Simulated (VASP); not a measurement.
These are LDA (Ceperley-Alder, Perdew-Zunger), VASP's LDA PAW potentials (set 64) (plane waves; VASP 6.6.1) values and carry that method's errors.

A VASP calculation is set up with these files.

**INCAR**
```
ALGO=Normal
EDIFF=1E-8
ENCUT=400
ISMEAR=0
LASPH=.True.
LCHARG=.False.
LEPSILON=.True.
LMAXMIX=4
LREAL=.False.
LWAVE=.False.
NELM=100
PREC=Accurate
SIGMA=0.01
SYSTEM=CsPbBr3
```

**POSCAR**
```
CsPbBr3
11.5580990
  0.5000000013   0.0000000000   0.0000000000
  0.0000000000   0.5000000013   0.0000000000
  0.0000000000   0.0000000000   0.5000000013
Cs Pb Br
1 1 3
Cart
  0.0000000000   0.0000000000   0.0000000000
  0.2500000007   0.2500000007   0.2500000007
  0.2500000007   0.0000000000   0.2500000007
  0.0000000000   0.2500000007   0.2500000007
  0.2500000007   0.2500000007   0.0000000000
```

### KPOINTS
```
Automatic
0
gamma
 4 4 4
```

POTCAR, in this order: Cs_sv Pb_d Br (LDA.64 set). Program: vasp_std.

The resulting files:

**OSZICAR**
```
...
RMM:   1    -0.351764814722E+01   -0.35176E+01   -0.21785E+01   922   0.564E+00
RMM:   2    -0.375639410471E+01   -0.23875E+00   -0.13299E-01   852   0.138E+00
RMM:   3    -0.377196349524E+01   -0.15569E-01   -0.27377E-02   868   0.384E-01
RMM:   4    -0.377298795519E+01   -0.10245E-02   -0.13749E-03   873   0.138E-01
RMM:   5    -0.377304721909E+01   -0.59264E-04   -0.29216E-04   884   0.617E-02
RMM:   6    -0.377305414316E+01   -0.69241E-05   -0.44683E-05   885   0.302E-02
RMM:   7    -0.377305667611E+01   -0.25330E-05   -0.20964E-04   848   0.159E-02
RMM:   8    -0.377305694325E+01   -0.26713E-06   -0.28686E-05   816   0.890E-03
RMM:   9    -0.377305707300E+01   -0.12975E-06   -0.22616E-05   748   0.460E-03
RMM:  10    -0.377305707081E+01    0.21871E-08   -0.10702E-05   692   0.342E-03
RMM:  11    -0.377305708721E+01   -0.16394E-07   -0.55833E-06   661   0.269E-03
RMM:  12    -0.377305708413E+01    0.30737E-08   -0.62207E-06   641   0.249E-03
RMM:  13    -0.377305709104E+01   -0.69133E-08   -0.59077E-06   644   0.243E-03
RMM:  14    -0.377305708365E+01    0.73900E-08   -0.27775E-06   642   0.240E-03
RMM:  15    -0.377305708258E+01    0.10750E-08    0.85330E-06   642   0.239E-03
 Linear response to external field (no local field effect), progress :
  Direction:   3
       N       E                     dE             d eps       ncg     rms          rms(c)
RMM:   1    -0.181581804611E+01   -0.18158E+01   -0.92440E+00   916   0.494E+00
RMM:   2    -0.193713295445E+01   -0.12131E+00   -0.13359E-01   851   0.116E+00
RMM:   3    -0.193891628493E+01   -0.17833E-02   -0.11071E-02   864   0.330E-01
RMM:   4    -0.193908272927E+01   -0.16644E-03   -0.47318E-04   866   0.111E-01
RMM:   5    -0.193909758587E+01   -0.14857E-04   -0.14254E-04   878   0.519E-02
RMM:   6    -0.193909957937E+01   -0.19935E-05   -0.51957E-05   869   0.259E-02
RMM:   7    -0.193910055222E+01   -0.97285E-06    0.27148E-05   828   0.145E-02
RMM:   8    -0.193910073499E+01   -0.18277E-06    0.11529E-05   783   0.703E-03
RMM:   9    -0.193910084996E+01   -0.11498E-06   -0.12967E-05   705   0.456E-03
RMM:  10    -0.193910086344E+01   -0.13482E-07   -0.96705E-06   660   0.317E-03
RMM:  11    -0.193910086568E+01   -0.22387E-08   -0.99998E-06   637   0.241E-03
RMM:  12    -0.193910086732E+01   -0.16350E-08   -0.95950E-06   629   0.226E-03
RMM:  13    -0.193910086872E+01   -0.13978E-08   -0.10556E-05   641   0.219E-03
RMM:  14    -0.193910087084E+01   -0.21218E-08   -0.10194E-05   624   0.216E-03
RMM:  15    -0.193910086717E+01    0.36634E-08   -0.99479E-06   623   0.216E-03
 Linear response to external field, progress :
  Direction:   1
       N       E                     dE             d eps       ncg     rms          rms(c)
RMM:   1    -0.375732254066E+01   -0.37573E+01   -0.23287E+01  1655   0.565E+00
RMM:   2    -0.397295934417E+01   -0.21564E+00   -0.15952E-01  1525   0.138E+00    0.332E+00
RMM:   3    -0.377865502105E+01    0.19430E+00   -0.31583E-01  1364   0.264E+00    0.172E+00
RMM:   4    -0.383099659371E+01   -0.52342E-01   -0.30719E-01  1513   0.241E+00    0.361E-01
RMM:   5    -0.385827645736E+01   -0.27280E-01   -0.14927E-02  1578   0.651E-01    0.106E-01
RMM:   6    -0.387053693391E+01   -0.12260E-01   -0.11008E-03  1576   0.235E-01    0.322E-02
RMM:   7    -0.387135913507E+01   -0.82220E-03   -0.36859E-04  1552   0.783E-02    0.125E-02
RMM:   8    -0.387195627934E+01   -0.59714E-03   -0.33282E-05  1607   0.359E-02    0.494E-03
RMM:   9    -0.387191052309E+01    0.45756E-04   -0.91970E-07  1573   0.153E-02    0.238E-03
RMM:  10    -0.387193382866E+01   -0.23306E-04    0.10841E-05  1628   0.682E-03    0.151E-03
RMM:  11    -0.387193666664E+01   -0.28380E-05   -0.23082E-06  1655   0.378E-03    0.268E-04
RMM:  12    -0.387193082905E+01    0.58376E-05   -0.42256E-06  1562   0.249E-03    0.145E-04
RMM:  13    -0.387192945688E+01    0.13722E-05   -0.15109E-06  1533   0.198E-03    0.547E-05
RMM:  14    -0.387192977059E+01   -0.31371E-06   -0.43088E-06  1370   0.178E-03    0.175E-05
RMM:  15    -0.387192965795E+01    0.11263E-06   -0.52713E-06  1223   0.172E-03    0.189E-05
RMM:  16    -0.387192969937E+01   -0.41417E-07   -0.47307E-06  1188   0.169E-03    0.162E-05
RMM:  17    -0.387192982363E+01   -0.12426E-06   -0.67810E-06  1215   0.169E-03    0.239E-06
 Linear response to external field, progress :
  Direction:   2
       N       E                     dE             d eps       ncg     rms          rms(c)
RMM:   1    -0.375731631919E+01   -0.37573E+01   -0.23287E+01  1655   0.565E+00
RMM:   2    -0.397295511974E+01   -0.21564E+00   -0.15968E-01  1524   0.138E+00    0.332E+00
RMM:   3    -0.377862030472E+01    0.19433E+00   -0.31457E-01  1363   0.264E+00    0.172E+00
RMM:   4    -0.383099038712E+01   -0.52370E-01   -0.30697E-01  1515   0.242E+00    0.362E-01
RMM:   5    -0.385818243947E+01   -0.27192E-01   -0.14990E-02  1577   0.652E-01    0.106E-01
RMM:   6    -0.387050955780E+01   -0.12327E-01   -0.11286E-03  1573   0.235E-01    0.322E-02
RMM:   7    -0.387135073584E+01   -0.84118E-03   -0.58924E-04  1550   0.801E-02    0.124E-02
RMM:   8    -0.387194939996E+01   -0.59866E-03   -0.64409E-06  1598   0.363E-02    0.488E-03
RMM:   9    -0.387190595579E+01    0.43444E-04    0.21136E-05  1577   0.154E-02    0.231E-03
RMM:  10    -0.387193001139E+01   -0.24056E-04    0.23247E-05  1632   0.698E-03    0.154E-03
RMM:  11    -0.387193373241E+01   -0.37210E-05   -0.18901E-05  1657   0.376E-03    0.184E-04
RMM:  12    -0.387192679581E+01    0.69366E-05   -0.81507E-06  1563   0.256E-03    0.113E-04
RMM:  13    -0.387192556144E+01    0.12344E-05   -0.10133E-05  1518   0.205E-03    0.421E-05
RMM:  14    -0.387192583081E+01   -0.26937E-06   -0.10566E-05  1361   0.186E-03    0.177E-05
RMM:  15    -0.387192579454E+01    0.36265E-07   -0.17291E-05  1219   0.179E-03    0.997E-06
 Linear response to external field, progress :
  Direction:   3
       N       E                     dE             d eps       ncg     rms          rms(c)
RMM:   1    -0.375747355199E+01   -0.37575E+01   -0.23289E+01  1651   0.564E+00
RMM:   2    -0.397298121050E+01   -0.21551E+00   -0.15998E-01  1525   0.137E+00    0.332E+00
RMM:   3    -0.377879512505E+01    0.19419E+00   -0.31556E-01  1355   0.264E+00    0.172E+00
RMM:   4    -0.383110058303E+01   -0.52305E-01   -0.30676E-01  1514   0.241E+00    0.361E-01
RMM:   5    -0.385815164973E+01   -0.27051E-01   -0.14825E-02  1572   0.648E-01    0.107E-01
RMM:   6    -0.387057346399E+01   -0.12422E-01   -0.10950E-03  1570   0.233E-01    0.320E-02
RMM:   7    -0.387138310228E+01   -0.80964E-03   -0.42841E-04  1545   0.768E-02    0.124E-02
RMM:   8    -0.387199929491E+01   -0.61619E-03   -0.72872E-05  1597   0.359E-02    0.471E-03
RMM:   9    -0.387195928360E+01    0.40011E-04   -0.10928E-05  1573   0.155E-02    0.218E-03
RMM:  10    -0.387198733378E+01   -0.28050E-04   -0.30795E-06  1638   0.688E-03    0.127E-03
RMM:  11    -0.387198459709E+01    0.27367E-05   -0.68875E-06  1634   0.367E-03    0.181E-04
RMM:  12    -0.387198081832E+01    0.37788E-05   -0.24514E-06  1564   0.251E-03    0.116E-04
RMM:  13    -0.387197998716E+01    0.83116E-06   -0.72718E-06  1531   0.199E-03    0.329E-05
RMM:  14    -0.387198017953E+01   -0.19237E-06   -0.14524E-05  1325   0.183E-03    0.164E-05
RMM:  15    -0.387198012952E+01    0.50010E-07   -0.64391E-06  1207   0.179E-03    0.103E-05
RMM:  16    -0.387198016327E+01   -0.33750E-07   -0.46999E-06  1210   0.176E-03    0.366E-06
```

OUTCAR:
```
------------------------ aborting loop because EDIFF is reached ----------------------------------------

 HEAD OF MICROSCOPIC STATIC DIELECTRIC TENSOR (INDEPENDENT PARTICLE, excluding Hartree and local field effects)
 ------------------------------------------------------
           8.474815    -0.000000    -0.000000
          -0.000000     8.474815     0.000000
          -0.000000     0.000000     8.474815
 ------------------------------------------------------

 MACROSCOPIC STATIC DIELECTRIC TENSOR (including local field effects in DFT)
 ------------------------------------------------------
           7.938355     0.000000     0.000000
          -0.000000     7.938355     0.000000
          -0.000000    -0.000000     7.938355
 ------------------------------------------------------

 PIEZOELECTRIC TENSOR (including local field effects)  for field in x, y, z        (e  Angst)
          XX          YY          ZZ          XY          YZ          ZX
  --------------------------------------------------------------------------------
  x     0.00000     0.00000     0.00000     0.00000     0.00000     0.00000
  y     0.00000     0.00000     0.00000     0.00000     0.00000     0.00000
  z     0.00000     0.00000     0.00000     0.00000     0.00000     0.00000

 PIEZOELECTRIC TENSOR (including local field effects)  for field in x, y, z        (C/m^2)
          XX          YY          ZZ          XY          YZ          ZX
  --------------------------------------------------------------------------------
  x     0.00000     0.00000     0.00000     0.00000     0.00000     0.00000
  y     0.00000     0.00000     0.00000     0.00000     0.00000     0.00000
  z     0.00000     0.00000     0.00000     0.00000     0.00000     0.00000

 BORN EFFECTIVE CHARGES (including local field effects) (in |e|, cummulative output)
 ---------------------------------------------------------------------------------
 ion    1
    1     1.57059     0.00000    -0.00000
    2    -0.00000     1.57059    -0.00000
    3    -0.00000    -0.00000     1.57059
 ion    2
    1     4.51356     0.00000    -0.00000
    2     0.00000     4.51356    -0.00000
    3     0.00000    -0.00000     4.51356
 ion    3
    1    -0.10864    -0.00000    -0.00000
    2    -0.00000    -5.86687    -0.00000
    3     0.00000     0.00000    -0.10864
 ion    4
    1    -5.86687     0.00000    -0.00000
    2    -0.00000    -0.10864    -0.00000
    3    -0.00000    -0.00000    -0.10864
 ion    5
    1    -0.10864    -0.00000     0.00000
    2     0.00000    -0.10864    -0.00000
    3     0.00000     0.00000    -5.86687
```
(Selected blocks of OUTCAR.)

OUTCAR:
```
 val. band max:        1.7295054442   @ k =   0.5000   0.5000   0.5000

 cond. band min:       2.8756157303   @ k =   0.5000   0.5000   0.5000


 Fermi energy:         1.8393005924

 k-point     1 :       0.0000    0.0000    0.0000
  band No.  band energies     occupation
      1     -19.8850      2.00000
      2     -15.3626      2.00000
      3     -15.3626      2.00000
      4     -15.1374      2.00000
      5     -15.1374      2.00000
      6     -15.1374      2.00000
      7     -13.5323      2.00000
      8     -12.6599      2.00000
      9     -12.6599      2.00000
     10      -6.6957      2.00000
     11      -6.6957      2.00000
     12      -6.6957      2.00000
     13      -5.4923      2.00000
     14      -3.1132      2.00000
     15      -3.1132      2.00000
     16      -3.1132      2.00000
     17      -0.7681      2.00000
     18      -0.7681      2.00000
     19      -0.7681      2.00000
     20      -0.6221      2.00000
     21      -0.6221      2.00000
     22      -0.6221      2.00000
     23       4.1481      0.00000
     24       5.2414      0.00000
     25       5.2414      0.00000
     26       6.0704      0.00000

 k-point     2 :       0.2500    0.0000    0.0000
  band No.  band energies     occupation
      1     -19.8842      2.00000
      2     -15.3626      2.00000
      3     -15.3209      2.00000
      4     -15.1382      2.00000
      5     -15.1382      2.00000
      6     -15.1375      2.00000
      7     -13.4522      2.00000
      8     -12.8184      2.00000
      9     -12.6587      2.00000
     10      -6.6862      2.00000
     11      -6.6862      2.00000
     12      -6.6858      2.00000
     13      -6.0222      2.00000
     14      -3.0681      2.00000
     15      -3.0681      2.00000
     16      -2.0812      2.00000
     17      -0.8528      2.00000
     18      -0.8435      2.00000
     19      -0.8435      2.00000
     20      -0.6947      2.00000
     21      -0.6947      2.00000
     22      -0.5862      2.00000
...
```

The dielectric response may not be converged in the k-mesh; for small gaps it tends to come out too large. Unless said otherwise, spin-orbit coupling is left out, though it shifts the bands of the heavy elements here.

The compound is CsPbBr3 in the cubic perovskite structure, the ideal cubic form; the compound distorts at low or room temperature. It was relaxed first.
